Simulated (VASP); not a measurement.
Consider the following.

```
InP
1.0
    0.00000     2.93500     2.93500
    2.93500     0.00000     2.93500
    2.93500     2.93500     0.00000
In P
1 1
Direct
  0.00000   0.00000   0.00000
  0.25000   0.25000   0.25000
```

The numbers are results of PBE GGA, VASP's PBE PAW potentials (set 64) (plane waves; VASP), not measurements. Numerical set-up: PREC = Normal, 500 eV cut-off, 4×4×4 Γ-centred mesh, Gaussian smearing of 0.010 eV, potentials In_d_GW P_GW.

Unless said otherwise, spin-orbit coupling is left out, though it shifts the bands of the heavy elements here.

What does the run give for the energy per atom (σ→0), pressure, band gap (on the k-mesh) with the smallest direct gap where there is one?

```yaml
band gap (on the k-mesh): 0.67 eV
smallest direct gap (on the k-mesh): 0.67 eV
energy per atom (σ→0): -4.142 eV/atom
pressure: 3.14 GPa
```

The absolute energy has meaning only against runs of the same code, potentials and settings.

The compound is InP in the zinc blende structure. The cell was not relaxed at this level. The k-mesh is coarse (spacing up to 0.46 per Å, 2π included), so the numbers may not be converged in it.
